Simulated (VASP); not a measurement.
NiAl (CsCl type): the formation energy from VASP (plane waves, PAW) at several levels of theory. The references are the elements' solids at the same level; no temperature or zero-point terms are added.

| level | formation energy (eV/atom) |
|---|---|
| LDA | -0.712 |
| PBE | -0.663 |
| PBEsol | -0.679 |
| r2SCAN | -0.694 |

The cell of the LDA run:

```yaml
crystal:
  lattice:
    - [2.83362, 0.00000, 0.00000]
    - [0.00000, 2.83362, 0.00000]
    - [0.00000, 0.00000, 2.83362]
  atoms:
    - { symbol: Al, position: [0.50000, 0.50000, 0.50000] }
    - { symbol: Ni, position: [0.00000, 0.00000, 0.00000] }
```

Only levels that ran to the end are used. Left out are those held back, those with too coarse a band path, GW runs whose mesh misses a band edge, hybrids' fits of cells that aren't cubic and levels without matching references; a question may draw on a part of the rest.
